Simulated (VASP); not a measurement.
The cell holds one Co (hcp) (1 0 -1 0) slab, with vacuum along c, ions free to move until forces fall under 0.03 eV/Å, no reconstruction beyond this cell, dipole correction on.

```yaml
crystal:
  lattice:
    - [2.45534, 0.00000, 0.00000]
    - [0.00000, 3.96040, 0.00000]
    - [0.00000, 0.00000, 25.30524]
  atoms:
    - { symbol: Co, position: [0.50000, 0.50000, 0.34498], spin: 1.8 }
    - { symbol: Co, position: [0.00000, 0.00000, 0.32065], spin: 1.8 }
    - { symbol: Co, position: [0.00000, 0.50000, 0.42949], spin: 1.8 }
    - { symbol: Co, position: [0.50000, 0.00000, 0.40167], spin: 1.8 }
    - { symbol: Co, position: [0.50000, 0.50000, 0.51370], spin: 1.8 }
    - { symbol: Co, position: [0.00000, 0.00000, 0.48630], spin: 1.8 }
    - { symbol: Co, position: [0.00000, 0.50000, 0.59833], spin: 1.8 }
    - { symbol: Co, position: [0.50000, 0.00000, 0.57051], spin: 1.8 }
    - { symbol: Co, position: [0.50000, 0.50000, 0.67935], spin: 1.8 }
    - { symbol: Co, position: [0.00000, 0.00000, 0.65502], spin: 1.8 }
```

All values below come from PBEsol GGA, VASP's PBE PAW potentials (set 64) (plane waves; VASP 6.6.1). Run with 400 eV cut-off, 11×7×1 Γ-centred mesh, first-order Methfessel-Paxton smearing of 0.10 eV, potentials Co.

Slab and bulk use different k-meshes, so the surface energy is good to a few per cent at best.

surface energy: 167 meV/Å²
work function: 4.86 eV
band gap (on the k-mesh): none (metal, semimetal or under 0.01 eV)
cell moment: 16.52 μB

The cell is a thin slab with vacuum, built from Co (hcp): (100) face.
